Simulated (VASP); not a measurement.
Level of theory: PBEsol GGA, VASP's PBE PAW potentials (set 64) (plane waves; VASP).

A VASP calculation is set up with these files.

### INCAR
```
! general
SYSTEM =Cd2SeS
PREC   =Accurate
ENCUT  =400
LREAL  =.FALSE.
LASPH  =.TRUE.
ICHARG =11

! electronic loop
EDIFF  =1E-7
NELM   =100
ALGO   =Normal
LMAXMIX=4

! smearing
ISMEAR =0
SIGMA  =0.05

! functional
GGA    =PS

! output
LWAVE  =.FALSE.
LCHARG =.FALSE.
LORBIT =11
```

File POSCAR:
```
Cd2SeS
1
    4.2102019411     0.0000000000     0.0000000000
   -2.1051009705     3.6461417640    -0.0000000000
    0.0000000000    -0.0000000000     6.8743893128
Cd Se S
2 1 1
Direct
  0.0000000000   1.0000000000   0.4890174080
  0.3333330000   0.6666670000   0.0107607278
  0.3333330000   0.6666670000   0.6267749853
  0.0000000000   0.0000000000   0.1214468789
```

KPOINTS:
```
k-points along high-symmetry lines
10
Line-mode
Reciprocal
  0.000000   0.000000   0.000000 ! GAMMA
  0.500000   0.000000   0.000000 ! M

  0.500000   0.000000   0.000000 ! M
  0.333333   0.333333   0.000000 ! K

  0.333333   0.333333   0.000000 ! K
  0.000000   0.000000   0.000000 ! GAMMA

  0.000000   0.000000   0.000000 ! GAMMA
  0.000000   0.000000   0.500000 ! A

  0.000000   0.000000   0.500000 ! A
  0.500000   0.000000   0.500000 ! L

  0.500000   0.000000   0.500000 ! L
  0.333333   0.333333   0.500000 ! H

  0.333333   0.333333   0.500000 ! H
  0.000000   0.000000   0.500000 ! A

  0.500000   0.000000   0.500000 ! L
  0.500000   0.000000   0.000000 ! M

  0.333333   0.333333   0.500000 ! H
  0.333333   0.333333   0.000000 ! K
```

POTCAR, in this order: Cd Se S (PBE.64 set). Program: vasp_std. Read from the step before: CHGCAR.

Output

File OUTCAR:
```
 ion  position               nearest neighbor table
   1  0.000  0.000  0.489-   4 2.53   3 2.61   3 2.61   3 2.61
   2  0.333  0.667  0.011-   4 2.55   4 2.55   4 2.55   3 2.64
   3  0.333  0.667  0.627-   1 2.61   1 2.61   1 2.61   2 2.64
   4  0.000  0.000  0.121-   1 2.53   2 2.55   2 2.55   2 2.55
  LATTYP: Found a hexagonal cell.
 ALAT       =     4.2102019411
 C/A-ratio  =     1.6327932505
 Subroutine PRICEL returns:
 Original cell was already a primitive cell.
 Subroutine GETGRP returns: Found  6 space group operations
The static configuration has the point symmetry C_3v.
The dynamic configuration has the point symmetry C_3v.
 Subroutine INISYM returns: Found  6 space group operations
   k-points           NKPTS =     90   k-points in BZ     NKDIM =     90   number of bands    NBANDS=     22
   number of dos      NEDOS =    301   number of ions     NIONS =      4
   total plane-waves  NPLWV =  37632
   dimension x,y,z NGX =    28 NGY =   28 NGZ =   48
   dimension x,y,z NGXF=    56 NGYF=   56 NGZF=   96
   ions per type =               2   1   1
   PREC   = accura    normal or accurate (medium, high low for compatibility)
   ISTART =      0    job   : 0-new  1-cont  2-samecut
   ICHARG =     11    charge: 1-file 2-atom 10-const
   ISPIN  =      1    spin polarized calculation?
   LNONCOLLINEAR =      F non collinear calculations
   LSORBIT =      F    spin-orbit coupling
   INIWAV =      1    electr: 0-lowe 1-rand  2-diag
   ENCUT  =  400.0 eV  29.40 Ry    5.42 a.u.   6.87  6.87 11.21*2*pi/ulx,y,z
   NELM   =    100;   NELMIN=  2; NELMDL= -5     # of ELM steps
   EDIFF  = 0.1E-06   stopping-criterion for ELM
   LREAL  =      F    real-space projection
   NLSPLINE    = F    spline interpolate recip. space projectors
   LMAXMIX     =    4 max onsite mixed and CHGCAR
   VOSKOWN=      0    Vosko Wilk Nusair interpolation
   EDIFFG = 0.1E-05   stopping-criterion for IOM
   NSW    =      0    number of steps for IOM
   NBLOCK =      1;   KBLOCK =      1    inner block; outer block
   IBRION =     -1    ionic relax: 0-MD 1-quasi-New 2-CG
   NFREE  =      0    steps in history (QN), initial steepest desc. (CG)
   ISIF   =      2    stress and relaxation
   ISYM   =      2    0-nonsym 1-usesym 2-fastsym
   TEIN   =    0.0    initial temperature
   TEBEG  =    0.0;   TEEND  =   0.0 temperature during run
   SMASS  =  -3.00    Nose mass-parameter (am)
   PSTRESS=    0.0 pullay stress
   NELECT =      36.0000    total number of electrons
   EFERMI =   0.00;   METHOD = LEGACY
   ISMEAR =     0;   SIGMA  =   0.05  broadening in eV -4-tet -1-fermi 0-gaus
   IALGO  =     38    algorithm
   LDIAG  =      T    sub-space diagonalisation (order eigenvalues)
   IMIX   =      4    mixing-type and parameters
     AMIX     =   0.40;   BMIX     =  1.00
     AMIX_MAG =   1.60;   BMIX_MAG =  1.00
     AMIN     =   0.10
   GGA     = PS    functional components
   VOSKOWN =     0    Vosko Wilk Nusair interpolation
   LHFCALC =     F    Hartree Fock is set to
   LHFONE  =     F    Hartree Fock one center treatment
   AEXX    =    0.0000 exact exchange contribution
   IVDW    =     0    specifies the selected vdW correction
   LEPSILON=     F    determine dielectric tensor
   LRPA    =     F    only Hartree local field effects (RPA)
  energy-cutoff  :      400.00
  volume of cell :      105.53
      direct lattice vectors                 reciprocal lattice vectors
     4.210201941  0.000000000  0.000000000     0.237518298  0.137131256  0.000000000
    -2.105100971  3.646141764  0.000000000     0.000000000  0.274262512  0.000000000
     0.000000000  0.000000000  6.874389313     0.000000000  0.000000000  0.145467467
 k-point     1 :   0.0000 0.0000 0.0000  plane waves:    1919
 k-point     2 :   0.0556 0.0000 0.0000  plane waves:    1910
 k-point     3 :   0.1111 0.0000 0.0000  plane waves:    1910
 k-point     4 :   0.1667 0.0000 0.0000  plane waves:    1902
 k-point     5 :   0.2222 0.0000 0.0000  plane waves:    1912
 k-point     6 :   0.2778 0.0000 0.0000  plane waves:    1918
 k-point     7 :   0.3333 0.0000 0.0000  plane waves:    1920
...
```

**OSZICAR**
```
       N       E                     dE             d eps       ncg     rms          rms(c)
DAV:   1     0.203950964100E+03    0.20395E+03   -0.15298E+04  3960   0.121E+03
DAV:   2    -0.226458386889E+01   -0.20622E+03   -0.20190E+03  4458   0.324E+02
DAV:   3    -0.120970043882E+02   -0.98324E+01   -0.97925E+01  4686   0.718E+01
DAV:   4    -0.121859516590E+02   -0.88947E-01   -0.88897E-01  4598   0.643E+00
DAV:   5    -0.121872574146E+02   -0.13058E-02   -0.13055E-02  4832   0.721E-01
DAV:   6    -0.121872943016E+02   -0.36887E-04   -0.36883E-04  4652   0.108E-01
DAV:   7    -0.121872954536E+02   -0.11520E-05   -0.11520E-05  4808   0.170E-02
DAV:   8    -0.121872955031E+02   -0.49486E-07   -0.49488E-07  4192   0.301E-03
   1 F= -.12187296E+02 E0= -.12187296E+02  d E =-.287052E-13
```

File OUTCAR:
```
 val. band max:        1.1342345873   @ k =   0.0000   0.0000   0.0000

 cond. band min:       1.8035952840   @ k =   0.0000   0.0000   0.0000



 k-point     1 :       0.0000    0.0000    0.0000
  band No.  band energies     occupation
      1     -11.4981      2.00000
      2     -11.0778      2.00000
      3      -6.8276      2.00000
      4      -6.8276      2.00000
      5      -6.7968      2.00000
      6      -6.6701      2.00000
      7      -6.6701      2.00000
      8      -6.4322      2.00000
      9      -6.4322      2.00000
     10      -6.3085      2.00000
     11      -6.3085      2.00000
     12      -6.0290      2.00000
     13      -3.4548      2.00000
     14       0.1482      2.00000
     15       0.1482      2.00000
     16       0.9395      2.00000
     17       1.1342      2.00000
     18       1.1342      2.00000
     19       1.8036      0.00000
     20       3.4532      0.00000
     21       7.0957      0.00000
     22       7.0961      0.00000

 k-point     2 :       0.0556    0.0000    0.0000
  band No.  band energies     occupation
      1     -11.4872      2.00000
      2     -11.0728      2.00000
      3      -6.8226      2.00000
      4      -6.8226      2.00000
      5      -6.7912      2.00000
      6      -6.6654      2.00000
      7      -6.6651      2.00000
      8      -6.4343      2.00000
      9      -6.4321      2.00000
     10      -6.3131      2.00000
     11      -6.3078      2.00000
     12      -6.0215      2.00000
     13      -3.4333      2.00000
     14      -0.0080      2.00000
     15       0.1089      2.00000
     16       0.8118      2.00000
     17       0.9290      2.00000
     18       1.1079      2.00000
     19       2.0996      0.00000
     20       3.6132      0.00000
     21       6.9655      0.00000
     22       7.1476      0.00000

 k-point     3 :       0.1111    0.0000    0.0000
  band No.  band energies     occupation
      1     -11.4555      2.00000
      2     -11.0585      2.00000
...
```

The density is held fixed in this step, so its total energy and stress have no physical meaning.

The structure comes from a computed database's Cd2SeS entry (P3m1); how it stands against other phases isn't given here. It was relaxed first, which changed the volume by -6 %.
